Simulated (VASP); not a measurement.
Input for VASP

INCAR:
```
ALGO = Normal
EDIFF = 1E-6
ENCUT = 300
GGA = PE
ISIF = 2
ISMEAR = 1
LASPH = .TRUE.
LCHARG = .FALSE.
LMAXMIX = 4
LREAL = .FALSE.
LWAVE = .FALSE.
NELM = 100
PREC = Accurate
SIGMA = 0.1
SYSTEM = Ru
```

**KPOINTS**
```
Automatic mesh
0
Gamma
14 14 8
0 0 0
```

POSCAR:
```
Ru
2.710
  0.5000000000  -0.8660254613   0.0000000000
  0.5000000000   0.8660254613   0.0000000000
  0.0000000000   0.0000000000   1.5793357934
Ru
2
Cart
  0.5000000000   0.2886757311   0.3948339483
  0.5000000000  -0.2886757311   1.1845018450
```

POTCAR, in this order: Ru_pv (PBE.64 set). Program: vasp_std.

Translate this PBE calculation to Quantum ESPRESSO's pw.x.

One equivalent input (not run):
```
&CONTROL
  calculation = 'scf'
  pseudo_dir = './pseudo'
  outdir = './out'
  tprnfor = .true.
  tstress = .true.
/
&SYSTEM
  ibrav = 0
  nat = 2
  ntyp = 1
  ecutwfc = 84
  occupations = 'smearing'
  smearing = 'methfessel-paxton'
  degauss = 0.00735
  input_dft = 'pbe'
/
&ELECTRONS
  conv_thr = 7.3e-08
  electron_maxstep = 100
/
ATOMIC_SPECIES
  Ru 101.070 Ru.upf
CELL_PARAMETERS angstrom
     1.3550000   -2.3469290    0.0000000
     1.3550000    2.3469290    0.0000000
     0.0000000    0.0000000    4.2800000
ATOMIC_POSITIONS crystal
  Ru   0.3333330  0.6666670  0.2500000
  Ru   0.6666670  0.3333330  0.7500000
K_POINTS automatic
  14 14 8 0 0 0
```
What does not carry over: the potentials are each code's own (VASP's PAW set, PseudoDojo norm-conserving files in pw.x), so ENCUT and ecutwfc are chosen apart and not converted; conv_thr bounds pw.x's estimated SCF error, while EDIFF bounds the energy change between steps.

The compound is Ru in the hcp structure. The cell was not relaxed at this level. The run is one of a series of settings (ENCUT = 300 against the base run), some of them coarse on purpose.
